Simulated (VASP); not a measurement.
Level of theory: PBEsol GGA, VASP's PBE PAW potentials (set 64) (plane waves; VASP).

VASP input:

POSCAR:
```
CaS(110) slab
1
    3.9872416269     0.0000000000     0.0000000000
    0.0000000000     5.6388106036     0.0000000000
    0.0000000000     0.0000000000    26.8267782051
Ca S
6 6
Direct
  0.0000000000   0.0000000000   0.3204675985
  0.5000000000   0.5000000000   0.3841489128
  0.0000000000   0.0000000000   0.4649356557
  0.5000000000   0.5000000000   0.5350643443
  0.0000000000   0.0000000000   0.6158510872
  0.5000000000   0.5000000000   0.6795324015
  0.5000000000   0.0000000000   0.3880000178
  0.0000000000   0.5000000000   0.3136305495
  0.5000000000   0.0000000000   0.5376775334
  0.0000000000   0.5000000000   0.4623224666
  0.5000000000   0.0000000000   0.6863694505
  0.0000000000   0.5000000000   0.6119999822
```

File KPOINTS:
```
Automatic mesh
0
Gamma
 5 4 1
```

INCAR:
```
ALGO = Normal
DIPOL = 0.5 0.5 0.5
EDIFF = 1E-6
ENCUT = 400
GGA = PS
IDIPOL = 3
ISMEAR = 0
LASPH = T
LCHARG = F
LDIPOL = T
LORBIT = 11
LREAL = F
LVHAR = T
LWAVE = F
NELM = 100
NELMIN = 4
PREC = Normal
SIGMA = 0.05
SYSTEM = CaS(110) slab
```

POTCAR, in this order: Ca_sv S (PBE.64 set). Program: vasp_std. Read from the step before: WAVECAR.

Q: What will the output report for the number of irreducible k-points (NKPTS), largest plane-wave count, number of space-group operations, FFT grid (NGX, NGY, NGZ)?

A: 
```
Quantity                                        Value
--------------------------------------  -------------
number of irreducible k-points (NKPTS)              9
largest plane-wave count                        11014
number of space-group operations                    8
FFT grid (NGX, NGY, NGZ)                20 × 28 × 140
```

The cell is a thin slab with vacuum, built from CaS (rock salt): (110) face.
